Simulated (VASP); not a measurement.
Calculation: MS2 meta-GGA, VASP's PBE PAW potentials (set 64) (plane waves; VASP).

VASP ran on this input.

### POSCAR
```
CrO2
1
    4.3922610793     0.0000000000     0.0000000000
    0.0000000000     4.3922610793     0.0000000000
    0.0000000000     0.0000000000     2.8934801377
Cr O
2 4
Direct
  0.0000000000   0.0000000000   0.0000000000
  0.5000000000   0.5000000000   0.5000000000
  0.3034300090   0.3034300090   0.0000000000
  0.8034300090   0.1965699910   0.5000000000
  0.1965699910   0.8034300090   0.5000000000
  0.6965699910   0.6965699910   0.0000000000
```

**KPOINTS**
```
Automatic mesh
0
gamma
6 6 10
0 0 0
```

**INCAR**
```
# general
SYSTEM  = CrO2
PREC    = Accurate
ENCUT   = 520
LREAL   = .False.
LASPH   = .True.

# electronic loop
EDIFF   = 1E-6
NELM    = 100
ALGO    = Normal
LMAXMIX = 4
LMIXTAU = .True.

# smearing
ISMEAR  = 1
SIGMA   = 0.1

# functional
METAGGA = MS2

# spin
ISPIN   = 2
MAGMOM  = 2*2.5 4*0.0

# ions
IBRION  = 2
NSW     = 60
ISIF    = 3
EDIFFG  = -0.02

# output
LWAVE   = .False.
LCHARG  = .False.
LORBIT  = 10
```

POTCAR, in this order: Cr_pv O (PBE.64 set). Program: vasp_std.

The resulting files:

OUTCAR:
```
 ion  position               nearest neighbor table
   1  0.000  0.000  0.000-   3 1.88   6 1.88   5 1.89   4 1.89   4 1.89   5 1.89
   2  0.500  0.500  0.500-   4 1.88   5 1.88   3 1.89   6 1.89   3 1.89   6 1.89
   3  0.303  0.303  0.000-   1 1.88   2 1.89   2 1.89
   4  0.803  0.197  0.500-   2 1.88   1 1.89   1 1.89
   5  0.197  0.803  0.500-   2 1.88   1 1.89   1 1.89
   6  0.697  0.697  0.000-   1 1.88   2 1.89   2 1.89
  LATTYP: Found a simple tetragonal cell.
 ALAT       =     4.3922610793
 C/A-ratio  =     0.6587677930
 Subroutine PRICEL returns:
 Original cell was already a primitive cell.
 Subroutine GETGRP returns: Found 16 space group operations
The static configuration has the point symmetry D_2h.
 The point group associated with its full space group is D_4h.
The dynamic configuration has the point symmetry D_2h.
The overall configuration has the point symmetry D_2h.
 Subroutine INISYM returns: Found 16 space group operations
 Subroutine IBZKPT returns following result:
 Found     60 irreducible k-points:

 Following reciprocal coordinates:
            Coordinates               Weight
  0.000000  0.000000  0.000000      1.000000
  0.166667  0.000000  0.000000      4.000000
  0.333333  0.000000  0.000000      4.000000
  0.500000  0.000000  0.000000      2.000000
  0.166667  0.166667  0.000000      4.000000
  0.333333  0.166667  0.000000      8.000000
  0.500000  0.166667  0.000000      4.000000
  0.333333  0.333333  0.000000      4.000000
  0.500000  0.333333  0.000000      4.000000
  0.500000  0.500000  0.000000      1.000000
  0.000000  0.000000  0.100000      2.000000
  0.166667  0.000000  0.100000      8.000000
  0.333333  0.000000  0.100000      8.000000
  0.500000  0.000000  0.100000      4.000000
  0.166667  0.166667  0.100000      8.000000
  0.333333  0.166667  0.100000     16.000000
  0.500000  0.166667  0.100000      8.000000
  0.333333  0.333333  0.100000      8.000000
  0.500000  0.333333  0.100000      8.000000
  0.500000  0.500000  0.100000      2.000000
  0.000000  0.000000  0.200000      2.000000
  0.166667  0.000000  0.200000      8.000000
  0.333333  0.000000  0.200000      8.000000
  0.500000  0.000000  0.200000      4.000000
  0.166667  0.166667  0.200000      8.000000
  0.333333  0.166667  0.200000     16.000000
  0.500000  0.166667  0.200000      8.000000
  0.333333  0.333333  0.200000      8.000000
  0.500000  0.333333  0.200000      8.000000
  0.500000  0.500000  0.200000      2.000000
  0.000000  0.000000  0.300000      2.000000
  0.166667  0.000000  0.300000      8.000000
  0.333333  0.000000  0.300000      8.000000
  0.500000  0.000000  0.300000      4.000000
  0.166667  0.166667  0.300000      8.000000
  0.333333  0.166667  0.300000     16.000000
  0.500000  0.166667  0.300000      8.000000
  0.333333  0.333333  0.300000      8.000000
  0.500000  0.333333  0.300000      8.000000
  0.500000  0.500000  0.300000      2.000000
   k-points           NKPTS =     60   k-points in BZ     NKDIM =     60   number of bands    NBANDS=     31
   number of dos      NEDOS =    301   number of ions     NIONS =      6
   total plane-waves  NPLWV =  31104
   dimension x,y,z NGX =    36 NGY =   36 NGZ =   24
   dimension x,y,z NGXF=    72 NGYF=   72 NGZF=   48
   ions per type =               2   4
   PREC   = accura    normal or accurate (medium, high low for compatibility)
   ISTART =      0    job   : 0-new  1-cont  2-samecut
   ICHARG =      2    charge: 1-file 2-atom 10-const
   ISPIN  =      2    spin polarized calculation?
   LNONCOLLINEAR =      F non collinear calculations
   LSORBIT =      F    spin-orbit coupling
...
```

### OSZICAR
```
       N       E                     dE             d eps       ncg     rms          rms(c)
DAV:   1     0.553146526436E+03    0.55315E+03   -0.24641E+04  7456   0.163E+03
DAV:   2    -0.624213823655E+02   -0.61557E+03   -0.58280E+03  8178   0.508E+02
DAV:   3    -0.122929148799E+03   -0.60508E+02   -0.59224E+02  8289   0.164E+02
DAV:   4    -0.124482205064E+03   -0.15531E+01   -0.15308E+01  9093   0.262E+01
DAV:   5    -0.124520961536E+03   -0.38756E-01   -0.38753E-01  9507   0.398E+00    0.468E+01
DAV:   6    -0.760507095458E+02    0.48470E+02   -0.17007E+02  8813   0.115E+02    0.377E+01
DAV:   7    -0.703809535589E+02    0.56698E+01   -0.98198E+01  9620   0.965E+01    0.203E+01
DAV:   8    -0.694710271077E+02    0.90993E+00   -0.76567E+00  9440   0.243E+01    0.823E+00
DAV:   9    -0.686916383591E+02    0.77939E+00   -0.20761E+00  8820   0.121E+01    0.474E+00
DAV:  10    -0.687673105534E+02   -0.75672E-01   -0.28427E-01 10290   0.327E+00    0.413E+00
DAV:  11    -0.687836963885E+02   -0.16386E-01   -0.25020E-02  8876   0.146E+00    0.306E+00
DAV:  12    -0.687749305958E+02    0.87658E-02   -0.25475E-02 10260   0.148E+00    0.109E+00
DAV:  13    -0.687799046853E+02   -0.49741E-02   -0.56962E-03  8463   0.730E-01    0.408E-01
DAV:  14    -0.687800346228E+02   -0.12994E-03   -0.14172E-03 10032   0.358E-01    0.275E-01
DAV:  15    -0.687800757234E+02   -0.41101E-04   -0.90321E-04  9588   0.225E-01    0.985E-02
DAV:  16    -0.687800730586E+02    0.26648E-05   -0.93060E-05  8648   0.928E-02    0.413E-02
DAV:  17    -0.687800851086E+02   -0.12050E-04   -0.20084E-05  9176   0.398E-02    0.138E-02
DAV:  18    -0.687800760836E+02    0.90250E-05   -0.11675E-06  5243   0.102E-02    0.958E-03
DAV:  19    -0.687800722361E+02    0.38475E-05   -0.11438E-06  4842   0.122E-02    0.488E-03
DAV:  20    -0.687800713366E+02    0.89955E-06   -0.12770E-06  4885   0.737E-03
   1 F= -.68780071E+02 E0= -.68780073E+02  d E =-.687801E+02  mag=     4.0000
       N       E                     dE             d eps       ncg     rms          rms(c)
DAV:   1    -0.696452065699E+02   -0.86513E+00   -0.28052E+01  7496   0.540E+01    0.133E+01
DAV:   2    -0.691024318631E+02    0.54277E+00   -0.56350E+00  7896   0.274E+01    0.127E+01
DAV:   3    -0.688063954544E+02    0.29604E+00   -0.97369E-01  8795   0.971E+00    0.242E+00
DAV:   4    -0.687716397504E+02    0.34756E-01   -0.33692E-01  8112   0.356E+00    0.159E+00
DAV:   5    -0.687644692479E+02    0.71705E-02   -0.49675E-02 10045   0.239E+00    0.151E+00
DAV:   6    -0.687636865062E+02    0.78274E-03   -0.12319E-02  9124   0.862E-01    0.978E-01
DAV:   7    -0.687633036227E+02    0.38288E-03   -0.10920E-02  9949   0.903E-01    0.341E-01
DAV:   8    -0.687637330895E+02   -0.42947E-03   -0.12715E-03  8927   0.331E-01    0.137E-01
DAV:   9    -0.687634569899E+02    0.27610E-03   -0.99567E-04  8988   0.239E-01    0.841E-02
DAV:  10    -0.687634423791E+02    0.14611E-04   -0.93595E-05  8986   0.978E-02    0.277E-02
DAV:  11    -0.687634431403E+02   -0.76123E-06   -0.14760E-05  9294   0.247E-02    0.142E-02
DAV:  12    -0.687634510167E+02   -0.78764E-05   -0.16074E-06  5100   0.992E-03    0.593E-03
DAV:  13    -0.687634594025E+02   -0.83859E-05   -0.78679E-07  4450   0.736E-03    0.244E-03
DAV:  14    -0.687634633889E+02   -0.39864E-05   -0.33284E-07  4127   0.378E-03    0.195E-03
DAV:  15    -0.687634632218E+02    0.16713E-06   -0.96950E-08  4098   0.239E-03
   2 F= -.68763463E+02 E0= -.68763328E+02  d E =0.166081E-01  mag=     4.0000
       N       E                     dE             d eps       ncg     rms          rms(c)
DAV:   1    -0.691001019563E+02   -0.33664E+00   -0.91757E+00  7538   0.301E+01    0.594E+00
DAV:   2    -0.688602654872E+02    0.23984E+00   -0.12647E+00  7558   0.128E+01    0.410E+00
DAV:   3    -0.688208202368E+02    0.39445E-01   -0.27968E-01  8814   0.519E+00    0.171E+00
DAV:   4    -0.688046211204E+02    0.16199E-01   -0.87904E-02  8701   0.242E+00    0.668E-01
DAV:   5    -0.688038304469E+02    0.79067E-03   -0.56213E-03 10238   0.606E-01    0.604E-01
DAV:   6    -0.688032680702E+02    0.56238E-03   -0.10783E-03  8751   0.336E-01    0.461E-01
DAV:   7    -0.688023127113E+02    0.95536E-03   -0.89521E-04  9465   0.235E-01    0.217E-01
DAV:   8    -0.688021651106E+02    0.14760E-03   -0.49076E-04  8080   0.192E-01    0.801E-02
DAV:   9    -0.688021191371E+02    0.45973E-04   -0.89624E-05  9056   0.681E-02    0.360E-02
DAV:  10    -0.688021369384E+02   -0.17801E-04   -0.48504E-06  8690   0.213E-02    0.182E-02
DAV:  11    -0.688021366638E+02    0.27462E-06   -0.18510E-06  5037   0.106E-02
   3 F= -.68802137E+02 E0= -.68802074E+02  d E =-.220653E-01  mag=     4.0000
       N       E                     dE             d eps       ncg     rms          rms(c)
DAV:   1    -0.688023898004E+02   -0.25286E-03   -0.73500E-03  7559   0.859E-01    0.178E-01
DAV:   2    -0.688021754041E+02    0.21440E-03   -0.11285E-03  7728   0.386E-01    0.137E-01
DAV:   3    -0.688021185525E+02    0.56852E-04   -0.23131E-04  8819   0.151E-01    0.451E-02
DAV:   4    -0.688020695642E+02    0.48988E-04   -0.73201E-05  8567   0.630E-02    0.212E-02
DAV:   5    -0.688020737432E+02   -0.41790E-05   -0.49870E-06  8553   0.206E-02    0.187E-02
DAV:   6    -0.688020799754E+02   -0.62322E-05   -0.12572E-06  4496   0.112E-02    0.131E-02
DAV:   7    -0.688021003573E+02   -0.20382E-04   -0.94373E-07  4799   0.838E-03    0.432E-03
DAV:   8    -0.688021018145E+02   -0.14572E-05   -0.34417E-07  4042   0.696E-03    0.253E-03
DAV:   9    -0.688021026828E+02   -0.86829E-06   -0.21928E-07  3867   0.339E-03
   4 F= -.68802103E+02 E0= -.68802038E+02  d E =-.220313E-01  mag=     4.0000
       N       E                     dE             d eps       ncg     rms          rms(c)
DAV:   1    -0.688073147051E+02   -0.52129E-02   -0.35171E-01  7454   0.466E+00    0.875E-01
DAV:   2    -0.688039294657E+02    0.33852E-02   -0.28369E-02  8703   0.175E+00    0.674E-01
DAV:   3    -0.688032857292E+02    0.64374E-03   -0.42342E-03  9545   0.655E-01    0.288E-01
DAV:   4    -0.688027982575E+02    0.48747E-03   -0.14662E-03  9181   0.329E-01    0.241E-01
DAV:   5    -0.688028384908E+02   -0.40233E-04   -0.15274E-04  9863   0.936E-02    0.197E-01
DAV:   6    -0.688030028757E+02   -0.16438E-03   -0.10399E-04 10039   0.111E-01    0.138E-01
DAV:   7    -0.688032831332E+02   -0.28026E-03   -0.13725E-04  9990   0.101E-01    0.244E-02
DAV:   8    -0.688032754129E+02    0.77203E-05   -0.23896E-05  8258   0.465E-02    0.953E-03
DAV:   9    -0.688032802743E+02   -0.48614E-05   -0.23272E-06  6811   0.146E-02    0.595E-03
DAV:  10    -0.688032830136E+02   -0.27393E-05   -0.55486E-07  4203   0.723E-03    0.440E-03
DAV:  11    -0.688032920144E+02   -0.90008E-05   -0.14436E-07  4007   0.280E-03    0.166E-03
DAV:  12    -0.688032911672E+02    0.84720E-06   -0.44196E-08  3860   0.147E-03
   5 F= -.68803291E+02 E0= -.68803214E+02  d E =-.118848E-02  mag=     4.0000
```

### OUTCAR
```
------------------------ aborting loop because EDIFF is reached ----------------------------------------
  FORCE on cell =-STRESS in cart. coord.  units (eV):
  Direction    XX          YY          ZZ          XY          YZ          ZX
  --------------------------------------------------------------------------------------
  Total       -0.0087790     -0.0087790      0.0558090      0.0000000      0.0000000      0.0000000
  in kB       -0.2477373     -0.2477373      1.5748999      0.0000000      0.0000000      0.0000000
  external PRESSURE =       0.3598084 kB  Pullay stress =       0.0000000 kB
  volume of cell :       56.78
      direct lattice vectors                 reciprocal lattice vectors
     4.403825204 -0.000000000  0.000000000     0.227075316 -0.000000000  0.000000000
     0.000000000  4.403825204  0.000000000     0.000000000  0.227075316  0.000000000
     0.000000000  0.000000000  2.927534716     0.000000000  0.000000000  0.341584335
 POSITION                                       TOTAL-FORCE (eV/Angst)
 -----------------------------------------------------------------------------------
      0.00000      0.00000      0.00000         0.000000      0.000000      0.000000
      2.20191      2.20191      1.46377         0.000000      0.000000      0.000000
      1.33088      1.33088      0.00000         0.008884      0.008884     -0.000000
      3.53279      0.87104      1.46377         0.008884     -0.008884      0.000000
      0.87104      3.53279      1.46377        -0.008884      0.008884     -0.000000
      3.07295      3.07295      0.00000        -0.008884     -0.008884      0.000000
 -----------------------------------------------------------------------------------
    total drift:                                0.000000      0.000000      0.000000
  FREE ENERGIE OF THE ION-ELECTRON SYSTEM (eV)
  ---------------------------------------------------
  free  energy   TOTEN  =       -68.8032911672 eV

  energy  without entropy=      -68.8030582458  energy(sigma->0) =      -68.80321353

 total charge

# of ion       s       p       d       tot
------------------------------------------
    1        0.772   6.458   3.957  11.187
    2        0.772   6.458   3.957  11.187
    3        1.601   3.493   0.000   5.094
    4        1.601   3.493   0.000   5.094
    5        1.601   3.493   0.000   5.094
    6        1.601   3.493   0.000   5.094
--------------------------------------------------
tot          7.946  26.888   7.914  42.749

 magnetization (x)

# of ion       s       p       d       tot
------------------------------------------
    1        0.131   0.037   2.087   2.255
    2        0.131   0.037   2.087   2.255
    3       -0.003  -0.090   0.000  -0.093
    4       -0.003  -0.090   0.000  -0.093
    5       -0.003  -0.090   0.000  -0.093
    6       -0.003  -0.090   0.000  -0.093
--------------------------------------------------
tot          0.251  -0.288   4.173   4.137

 reached required accuracy - stopping structural energy minimisation
```
(Selected blocks of OUTCAR.)

### CONTCAR
```
CrO2
   1.00000000000000
     4.4038252044269468   -0.0000000000000000    0.0000000000000000
     0.0000000000000000    4.4038252044269468    0.0000000000000000
     0.0000000000000000    0.0000000000000000    2.9275347164296952
  Cr              O
     2     4
Direct
     0.0000000000000000    0.0000000000000000    0.0000000000000000
     0.5000000000000000    0.5000000000000000    0.5000000000000000
     0.3022089506082832    0.3022089506082832    0.0000000000000000
     0.8022089506082831    0.1977910493917168    0.5000000000000000
     0.1977910493917168    0.8022089506082831    0.5000000000000000
     0.6977910493917169    0.6977910493917169    0.0000000000000000
```

The moments were started parallel, and other spin orders were not tried in this run.

The compound is CrO2 in the rutile structure. This run relaxes it. Symmetry was kept, so distortions that lower it aren't found. The start is the result of an earlier pass.
